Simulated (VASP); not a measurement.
# Ca2BPb: single point with PBE

Crystal: Ca2BPb.

```xyz
4
Lattice="4.2637 0.0000 0.0000 0.0000 4.2637 0.0000 0.0000 0.0000 4.5350" Properties=species:S:1:pos:R:3 pbc="T T T"
Ca    2.1318    0.0000    2.2675
Ca    0.0000    2.1318    2.2675
B     0.0000    0.0000    0.0000
Pb    2.1318    2.1318    0.0000
```

The cell was built by a generator and needn't be a form met in nature.

The cell isn't the ideal one: species swapped into the ErIn2Sn type (P4/mmm, No. 123).

- Program: VASP 6.6.1
- Task: single point
- Functional: PBE
- Potentials or basis: VASP PAW PBE potentials, release 64 (Ca_sv, B, Pb_d)
- Cutoff: 520 eV
- k mesh: 4 × 4 × 4
- Occupations: gaussian, width 0.1 eV
- Spin: no spin polarisation

The pressure is 5.9 GPa and the band gap on the k mesh is none (metal or under the smearing width).

Stress tensor (GPa, compression positive):
```
8.33 0.00 0.00
0.00 8.33 0.00
0.00 0.00 1.11
```

Levels at points of the mesh, in eV from the Fermi level:
```csv
k point,band 17,band 18,band 19,band 20,band 21,band 22
"(0.00, 0.00, 0.00)",-1.07,-1.07,-0.50,1.06,1.69,2.15
"(0.50, 0.00, 0.00)",-0.45,0.12,0.25,0.51,0.65,2.45
"(0.50, 0.50, 0.00)",-3.90,-1.67,-1.10,1.45,1.45,3.51
"(0.00, 0.00, 0.50)",-1.98,-1.98,-1.89,1.07,2.08,3.13
"(0.50, 0.00, 0.50)",-1.82,0.03,0.12,1.53,1.94,2.69
"(0.50, 0.50, 0.50)",-2.90,-1.45,-0.73,0.74,0.74,3.81
```

Wall time 33 s on 1 thread of Intel(R) Xeon(R) Platinum 8375C CPU @ 2.90GHz (Ice Lake), with other jobs on the host, peak memory 0.2 GiB.

Caveat: the k mesh is coarse (spacing up to 0.37 Å⁻¹), so the values aren't converged. The run has no spin-orbit coupling, so splittings on Pb are missing.
